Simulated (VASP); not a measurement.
Write the native input for VASP 6.6.1 that does the following.

- Task: relaxation of cell and atoms
- Functional: PBEsol
- Potentials or basis: VASP PAW PBE potentials, release 64 (Mg, Cd, Te)
- Cutoff: 600 eV
- k mesh: 4 × 4 × 4
- Occupations: gaussian, width 0.03 eV
- Spin: no spin polarisation
- Further INCAR settings: ALGO = Normal; EDIFF = 1e-07; IBRION = 2; EDIFFG = -0.005; NSW = 90; ISIF = 3

The structure of MgCd3Te4 lies in POSCAR:

```
MgCd3Te4                                
1.0
   -6.4877040649      6.4877040649      0.0000000000
   -6.4852906081      0.0024134567      6.4804821259
   -0.0024134567      6.4852906081      6.4804821259
  Mg              Cd              Te            
     2     6     8
Direct
     0.0006043263048437    0.9993956736951564    0.9993956736951564
     0.5006043263048436    0.9993956736951564    0.9993956736951564
     0.0000207086350893    0.5008039198018818    0.9991546629279396
     0.0000207086350893    0.9991546629279396    0.5008039198018818
     0.5000207086350892    0.5008039198018818    0.9991546629279396
     0.5000207086350892    0.9991546629279396    0.5008039198018818
     0.9995906041301272    0.5004093958698728    0.5004093958698728
     0.4995906041301272    0.5004093958698728    0.5004093958698728
     0.8758828891256601    0.8760008316675028    0.3722333900811772
     0.3758828891256601    0.8760008316675028    0.3722333900811772
     0.8749765776685623    0.3750234223314376    0.3750234223314376
     0.8730212963749681    0.8769787036250319    0.8769787036250319
     0.3749765776685624    0.3750234223314376    0.3750234223314376
     0.3730212963749681    0.8769787036250319    0.8769787036250319
     0.8758828891256601    0.3722333900811772    0.8760008316675028
     0.3758828891256601    0.3722333900811772    0.8760008316675028
```

The cell was built by a generator and needn't be a form met in nature.

One way to write it, as run:

INCAR

```
PREC = Accurate ; ENCUT = 600
EDIFF = 1E-7 ; ISMEAR = 0
SIGMA = 0.03 ; LREAL = F
LASPH = T ; NELM = 80
ALGO = Normal ; ISIF = 3
LWAVE = F ; LCHARG = F
GGA = PS ; IBRION = 2
NSW = 90 ; EDIFFG = -0.005
KPAR = 4
```

KPOINTS

```
Automatic mesh
0
Gamma
  4 4 4
```

Potentials or basis: VASP PAW PBE potentials, release 64 (Mg, Cd, Te).

Command:

```sh
$ cat potpaw_PBE.64/Mg/POTCAR potpaw_PBE.64/Cd/POTCAR potpaw_PBE.64/Te/POTCAR > POTCAR
$ mpirun -np 4 vasp_std > vasp.out
```

It gave:

| Item | Value |
| --- | --- |
| Relaxed volume | 34.03 Å³/atom |
| Relaxed cell | a = 9.173 Å, b = 9.165 Å, c = 9.165 Å, α = 60.00°, β = 59.97°, γ = 59.97° |
| Space group after relaxing (to 0.05 Å) | Amm2 (No. 38) |
| Energy gained by relaxing | 0.0 meV/atom |
| Ionic steps | 5 |
| Pressure after relaxing | 0.0 GPa |
| Largest force after relaxing | 0.005 eV/Å |
| Band gap on the k mesh | 0.97 eV |

Caveat: the PAW data sets were made with another functional, which shifts forces and pressure a little; spin-orbit coupling is left out, which moves the levels of the heavy elements.

Run time: 21 min on 4 MPI ranks on Intel(R) Xeon(R) Platinum 8488C (Sapphire Rapids) (shared host), peak memory 1.5 GiB a rank.
